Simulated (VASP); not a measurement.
Here is the system:

```yaml
crystal:
  lattice:
    - [-1.58497, 1.58497, 1.58497]
    - [1.58497, -1.58497, 1.58497]
    - [1.58497, 1.58497, -1.58497]
  atoms:
    - { symbol: W, position: [0.00000, 0.00000, 0.00000] }
```

Method: optB86b-vdW, VASP's PBE PAW potentials (set 64) (plane waves; VASP 6.6.1). Numerical set-up: 520 eV cut-off, 16×16×16 Γ-centred mesh, first-order Methfessel-Paxton smearing of 0.10 eV, potentials W_sv.

Q: Give the energy at these volumes per atom, relative to the lowest: 15.00, 15.48, 15.96, 16.43, 16.91 Å³.

A: 59.6, 13.2, 0.0, 15.1, 54.1 meV/atom. A third-order Birch-Murnaghan fit gives B0 = 317 GPa and B0′ = 4.4.

Measured: bulk modulus 312 GPa at 0 K (computed value off by +1.4 %), as given by Vázquez-Parga, Fernández-Martínez, Viñes, J. Chem. Theory Comput. (2023), doi:10.1021/acs.jctc.3c00612, Supporting … [zero-point energy and finite temperature contributions removed]; a 3.160 Å at 0 K (computed value off by +0.3 %), as given by Daniel Mejia-Rodriguez et al., Physical Review B (2018), arXiv:1807.09216 [static lattice: zero-point anharmonic expansion removed].

The compound is W in the bcc structure. It was relaxed first.
